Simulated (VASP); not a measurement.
# OBClH2 in VASP: further runs

One molecule, OBClH2, is run at these levels: PBE, PBE+TS, revPBE; tasks: single point, relaxation of the atoms, atomic charges, electron localisation function.

Program: VASP 6.6.1. These are calculated values, not measurements. Logs are shortened: lines on timing, memory, paths and dates and some standing lists are left out, and cuts for length are marked.

### Step 1. The molecule as given

The cell holds a molecule in a box, 5 atoms: a = 12.000 Å, b = 12.000 Å, c = 11.000 Å, α = 90.00°, β = 90.00°, γ = 90.00°.

### Step 2. Single point, PBE (atoms moved at random, drawn with an rms of 0.05 Å)

File INCAR:

```
PREC = Accurate ; ENCUT = 520
EDIFF = 1E-6 ; ISMEAR = 0
SIGMA = 0.01 ; LREAL = F
LASPH = T ; NELM = 100
ALGO = Fast ; ISIF = 2
LWAVE = F ; LCHARG = F
GGA = PE
```

File KPOINTS:

```
regular mesh
0
Gamma
  1 1 1
```

File POSCAR:

```
BH2ClO
1.0
   12.0000000000      0.0000000000      0.0000000000
    0.0000000000     12.0000000000      0.0000000000
    0.0000000000      0.0000000000     11.0000000000
O B Cl H
1 1 1 2
Direct
    0.4400620000      0.4220980000      0.4993480000
    0.5459620000      0.4587740000      0.5061360000
    0.5762630000      0.5941770000      0.4594840000
    0.3919270000      0.4739380000      0.4534100000
    0.6151580000      0.4099210000      0.5463800000
```

Potentials or basis: VASP PAW PBE potentials, release 64 (O, B, Cl, H).

Run with:

```
> cat potpaw_PBE.64/O/POTCAR potpaw_PBE.64/B/POTCAR potpaw_PBE.64/Cl/POTCAR potpaw_PBE.64/H/POTCAR > POTCAR
> mpirun -np 1 vasp_gam > vasp.out
```

OUTCAR:

```text
PREC = Accurate
   ENCUT = 520
   EDIFF = 1E-6
   ISMEAR = 0
   LREAL = F
   LASPH = T
   NELM = 100
   ISIF = 2
   GGA = PE

 ion  position               nearest neighbor table
   1  0.440  0.422  0.499-   4 0.99   2 1.35
   2  0.546  0.459  0.506-   5 1.11   1 1.35   3 1.74
   3  0.576  0.594  0.459-   2 1.74
   4  0.392  0.474  0.453-   1 0.99
   5  0.615  0.410  0.546-   2 1.11

  LATTYP: Found a simple tetragonal cell.
 ALAT       =    12.0000000000
 C/A-ratio  =     0.9166666667

  Lattice vectors:

 A1 = (  12.0000000000,   0.0000000000,   0.0000000000)
 A2 = (   0.0000000000,  12.0000000000,   0.0000000000)
 A3 = (   0.0000000000,   0.0000000000,  11.0000000000)

Analysis of symmetry for initial positions (statically):
=====================================================================
 Subroutine PRICEL returns:
 Original cell was already a primitive cell.

 Routine SETGRP: Setting up the symmetry group for a
 simple tetragonal supercell.

 Subroutine GETGRP returns: Found  1 space group operations
 (whereof  1 operations were pure point group operations)
 out of a pool of 16 trial point group operations.

The static configuration has the point symmetry C_1 .

Analysis of symmetry for dynamics (positions and initial velocities):
=====================================================================
 Subroutine PRICEL returns:
 Original cell was already a primitive cell.

 Routine SETGRP: Setting up the symmetry group for a
 simple tetragonal supercell.

 Subroutine GETGRP returns: Found  1 space group operations
 (whereof  1 operations were pure point group operations)
 out of a pool of 16 trial point group operations.

The dynamic configuration has the point symmetry C_1 .

 Subroutine INISYM returns: Found  1 space group operations
 (whereof  1 operations are pure point group operations),
 and found     1 'primitive' translations

----------------------------------------------------------------------------------------

                                     Primitive cell

  volume of cell :    1584.0000

  direct lattice vectors                    reciprocal lattice vectors
    12.000000000  0.000000000  0.000000000     0.083333333  0.000000000  0.000000000
     0.000000000 12.000000000  0.000000000     0.000000000  0.083333333  0.000000000
     0.000000000  0.000000000 11.000000000     0.000000000  0.000000000  0.090909091

  length of vectors
    12.000000000 12.000000000 11.000000000     0.083333333  0.083333333  0.090909091

  position of ions in fractional coordinates (direct lattice)
     0.440062000  0.422098000  0.499348000
     0.545962000  0.458774000  0.506136000
     0.576263000  0.594177000  0.459484000
     0.391927000  0.473938000  0.453410000
     0.615158000  0.409921000  0.546380000

  ion indices of the primitive-cell ions
   primitive index   ion index
                 1           1
                 2           2
                 3           3
                 4           4
                 5           5

----------------------------------------------------------------------------------------

 KPOINTS: regular mesh

Automatic generation of k-mesh.
 Grid dimensions read from file:
 generate k-points for:    1    1    1

 Generating k-lattice:

  Cartesian coordinates                     Fractional coordinates (reciprocal lattice)
     0.083333333  0.000000000  0.000000000     1.000000000  0.000000000  0.000000000
     0.000000000  0.083333333  0.000000000     0.000000000  1.000000000  0.000000000
     0.000000000  0.000000000  0.090909091     0.000000000  0.000000000  1.000000000

  Length of vectors
     0.083333333  0.083333333  0.090909091

  Shift w.r.t. Gamma in fractional coordinates (k-lattice)
     0.000000000  0.000000000  0.000000000

 Subroutine IBZKPT returns following result:
 ===========================================

 Found      1 irreducible k-points:

 Following reciprocal coordinates:
            Coordinates               Weight
  0.000000  0.000000  0.000000      1.000000
   k-points           NKPTS =      1   k-points in BZ     NKDIM =      1   number of bands    NBANDS=     13
   number of dos      NEDOS =    301   number of ions     NIONS =      5
   total plane-waves  NPLWV = 680400
   dimension x,y,z NGX =    90 NGY =   90 NGZ =   84
   dimension x,y,z NGXF=   180 NGYF=  180 NGZF=  168
   ions per type =               1   1   1   2
   NGX,Y,Z   is equivalent  to a cutoff of  12.47, 12.47, 12.70 a.u.
   NGXF,Y,Z  is equivalent  to a cutoff of  24.94, 24.94, 25.39 a.u.
 SYSTEM =  unknown system
   PREC   = accura    normal or accurate (medium, high low for compatibility)
   ISTART =      0    job   : 0-new  1-cont  2-samecut
   ICHARG =      2    charge: 1-file 2-atom 10-const
   ISPIN  =      1    spin polarized calculation?
   LNONCOLLINEAR =      F non collinear calculations
   LSORBIT =      F    spin-orbit coupling
   LASPH  =      T    aspherical Exc in radial PAW
   ENCUT  =  520.0 eV  38.22 Ry    6.18 a.u.  22.31 22.31 20.45*2*pi/ulx,y,z
   NELM   =    100;   NELMIN=  2; NELMDL= -5     # of ELM steps
   EDIFF  = 0.1E-05   stopping-criterion for ELM
   LREAL  =      F    real-space projection
   EDIFFG = 0.1E-04   stopping-criterion for IOM
   NSW    =      0    number of steps for IOM
   IBRION =     -1    ionic relax: 0-MD 1-quasi-New 2-CG
   NFREE  =      0    steps in history (QN), initial steepest desc. (CG)
   ISIF   =      2    stress and relaxation
   ISYM   =      2    0-nonsym 1-usesym 2-fastsym
   POTIM  = 0.5000    time-step for ionic-motion
   TEBEG  =    0.0;   TEEND  =   0.0 temperature during run
   PSTRESS=    0.0 pullay stress
   NELECT =      18.0000    total number of electrons
   NUPDOWN=      -1.0000    fix difference up-down
   EMIN   =  10.00;   EMAX   =-10.00  energy-range for DOS
   EFERMI =   0.00;   METHOD = LEGACY
   ISMEAR =     0;   SIGMA  =   0.01  broadening in eV -4-tet -1-fermi 0-gaus
   EFERMI_NEDOS =   21; number of points for ismear=-14 and -15
   IALGO  =     68    algorithm
   IMIX   =      4    mixing-type and parameters
     AMIX     =   0.40;   BMIX     =  1.00
     AMIX_MAG =   1.60;   BMIX_MAG =  1.00
  volume/ion in A,a.u.               =     316.80      2137.87
  Fermi-wavevector in a.u.,A,eV,Ry     =   0.368056  0.695525  1.843117  0.135465
  Thomas-Fermi vector in A             =   1.293632
   LORBIT       =      0    0 simple, 1 ext, 2 COOP (PROOUT), +10 PAW based schemes
   GGA     = PE    functional components
   LHFCALC =     F    Hartree Fock is set to
   AEXX    =    0.0000 exact exchange contribution
   IVDW    =     0    specifies the selected vdW correction
   LEPSILON=     F    determine dielectric tensor
   LRPA    =     F    only Hartree local field effects (RPA)
 non-spin polarized calculation
 RMM-DIIS sequential band-by-band and
 Gauss-broadening in eV      SIGMA  =   0.01
  energy-cutoff  :      520.00
  volume of cell :     1584.00
 maximum number of plane-waves:     21371
 NGX is ok and might be reduce to    90
   NGX = 45   NGY = 45   NGZ = 41

 number of electron      17.9999996 magnetization

 Free energy of the ion-electron system (eV)
  ---------------------------------------------------
  ext. energy  EPLUGINS =         0.00000000
  ---------------------------------------------------
  free energy    TOTEN  =       -24.72348636 eV

  energy without entropy =      -24.72348636  energy(sigma->0) =      -24.72348636

 E-fermi :  -7.4238     XC(G=0):  -0.6930

 val. band max:       -7.5291437984   @ k =   0.0000   0.0000   0.0000
 cond. band min:      -1.2915331868   @ k =   0.0000   0.0000   0.0000
 fundamental gap:      6.2376106115
 Fermi energy:        -7.4237704425

 k-point     1 :       0.0000    0.0000    0.0000
  band No.  band energies     occupation
      1     -26.1122      2.00000
      2     -20.8369      2.00000
      3     -14.2202      2.00000
      4     -11.6300      2.00000
      5     -10.6138      2.00000
      6      -9.5176      2.00000
      7      -8.4346      2.00000
      8      -7.8817      2.00000
      9      -7.5291      2.00000
     10      -1.2915      0.00000
     11      -0.6249      0.00000
     12       0.1731      0.00000
     13       0.6270      0.00000

------------------------ aborting loop because EDIFF is reached ----------------------------------------

  FORCE on cell =-STRESS in cart. coord.  units (eV):
  Direction    XX          YY          ZZ          XY          YZ          ZX
  --------------------------------------------------------------------------------------
  -------------------------------------------------------------------------------------
  Total        1.6095327      2.0442908      0.3244718     -0.2547064     -0.8667050      0.4887701
  in kB        1.6280030      2.0677502      0.3281954     -0.2576293     -0.8766510      0.4943790
  external PRESSURE =       1.3413162 kB  Pullay stress =       0.0000000 kB

 VOLUME and BASIS-vectors are now :
 -----------------------------------------------------------------------------
  energy-cutoff  :      520.00
  volume of cell :     1584.00
      direct lattice vectors                 reciprocal lattice vectors
    12.000000000  0.000000000  0.000000000     0.083333333  0.000000000  0.000000000
     0.000000000 12.000000000  0.000000000     0.000000000  0.083333333  0.000000000
     0.000000000  0.000000000 11.000000000     0.000000000  0.000000000  0.090909091

 POSITION                                       TOTAL-FORCE (eV/Angst)
 -----------------------------------------------------------------------------------
      5.28074      5.06518      5.49283        -0.539189     -0.085619     -0.513940
      6.55154      5.50529      5.56750        -1.678608      1.238354     -0.568629
      6.91516      7.13012      5.05432         0.272530      0.758613     -0.368036
      4.70312      5.68726      4.98751         0.264596     -0.352419      0.460317
      7.38190      4.91905      6.01018         1.680672     -1.558929      0.990287
 -----------------------------------------------------------------------------------
    total drift:                                0.000390     -0.000074      0.000151

  FREE ENERGIE OF THE ION-ELECTRON SYSTEM (eV)
  ---------------------------------------------------
  free  energy   TOTEN  =       -24.7234863630 eV

  energy  without entropy=      -24.7234863630  energy(sigma->0) =      -24.72348636
```

Run time: 57 s. Hardware: 1 thread of Intel Xeon 6975P-C (Granite Rapids), shared host; peak memory 1.3 GiB.

What came out:

| Quantity | Value |
| --- | --- |
| Free energy | -24.7235 eV |
| Largest force | 2.497 eV/Å |
| Gap between the frontier levels | 6.24 eV |

Forces on the atoms (eV/Å):
```
O   -0.539 -0.086 -0.514
B   -1.679  1.238 -0.569
Cl   0.273  0.759 -0.368
H    0.265 -0.352  0.460
H    1.681 -1.559  0.990
```

(Part 1 of 2 ends here.)
